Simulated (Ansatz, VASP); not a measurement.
Two plane-wave programs on Hf2CdSb3

```xyz
6
Lattice="4.0741 0.0000 0.0000 0.0000 4.0741 0.0000 0.0000 0.0000 8.9288" Properties=species:S:1:pos:R:3 pbc="T T T"
Sb    2.0370    2.0370    0.0000
Sb    0.0000    2.0370    3.4108
Sb    2.0370    0.0000    5.5180
Cd    0.0000    0.0000    0.0000
Hf    0.0000    2.0370    6.5538
Hf    2.0370    0.0000    2.3751
```

Alike in both runs: task single point; functional PBEsol; k mesh 8 × 8 × 4; no spin polarisation.

|  | VASP | Ansatz |
| --- | --- | --- |
| version | VASP 6.6.1 | Ansatz 0.2.0 |
| potentials or method | VASP PAW PBE potentials, release 64 (Sb, Cd, Hf_pv) | PAW plane waves |
| plane-wave cutoff (eV) | 520 | 420 |
| occupations | fermi-dirac, width 0.1 eV | fermi-dirac |
| valence electrons in the cell | 47 | 117 |

Ansatz gave:

| Quantity | Value |
| --- | --- |
| pressure (GPa) | -7.1 |
| largest component of the traceless stress (GPa) | 1.11 |
| rms of the force components (eV/Å) | 0.168 |

Q: Which values does VASP return?

A: Pressure (GPa): -7.1; largest component of the traceless stress (GPa): 1.16; rms of the force components (eV/Å): 0.168.

The two sets of potentials don't hold the same shells in valence.

Caveats: the PAW data sets were made with another functional, which shifts forces and pressure a little (VASP). The runs have no spin-orbit coupling, so splittings on Hf, Sb are missing.
